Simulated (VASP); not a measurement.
A VASP calculation is set up with these files.

**KPOINTS**
```
kpoints
0
Gamma
 6 6 6
```

**POSCAR**
```
Mg2Sn
1
    0.0000000000     3.3801550000     3.3801550000
    3.3801550000     0.0000000000     3.3801550000
    3.3801550000     3.3801550000     0.0000000000
Mg Sn
2 1
Direct
  0.2460160000   0.2524890000   0.2508830000
  0.7478290000   0.7526010000   0.7501190000
  0.0061540000  -0.0050900000  -0.0010020000
```

### INCAR
```
ISIF = 2
SYSTEM = Mg2Sn
LCHARG = .FALSE.
ENCUT = 300   # plane-wave cut-off (eV)
NELM = 100   # most electronic steps
EDIFF = 1E-6
LMAXMIX = 4
ALGO = Normal
LWAVE = .FALSE.
PREC = Accurate
LREAL = .FALSE.
GGA = 91   # PW91
ISMEAR = -1
LASPH = .TRUE.
SIGMA = 0.05
```

POTCAR, in this order: Mg Sn_d (PBE.64 set). Program: vasp_std.

**Question.** Translate this PW91 calculation to Quantum ESPRESSO's pw.x.

**Answer.** One equivalent input (not run):
```
&CONTROL
  calculation = 'scf'
  pseudo_dir = './pseudo'
  outdir = './out'
  tprnfor = .true.
  tstress = .true.
/
&SYSTEM
  ibrav = 0
  nat = 3
  ntyp = 2
  ecutwfc = 84
  occupations = 'smearing'
  smearing = 'fermi-dirac'
  degauss = 0.003675
  input_dft = 'pw91'
/
&ELECTRONS
  conv_thr = 7.3e-08
  electron_maxstep = 100
/
ATOMIC_SPECIES
  Mg 24.305 Mg.upf
  Sn 118.710 Sn.upf
CELL_PARAMETERS angstrom
     0.0000000    3.3801550    3.3801550
     3.3801550    0.0000000    3.3801550
     3.3801550    3.3801550    0.0000000
ATOMIC_POSITIONS crystal
  Mg   0.2460160  0.2524890  0.2508830
  Mg   0.7478290  0.7526010  0.7501190
  Sn   0.0061540 -0.0050900 -0.0010020
K_POINTS automatic
  6 6 6 0 0 0
```
Limits of the translation: the potentials are each code's own (VASP's PAW set, PseudoDojo norm-conserving files in pw.x), so ENCUT and ecutwfc are chosen apart and not converted; conv_thr bounds pw.x's estimated SCF error, while EDIFF bounds the energy change between steps.

The structure comes from a computed database's Mg2Sn entry; how it stands against other phases isn't given here. The cell was not relaxed at this level, atoms are displaced from their ideal sites. The run is one of a series of settings (GGA = 91, POTCAR Mg Sn_d (PBE.64 set) against the base run), some of them coarse on purpose.
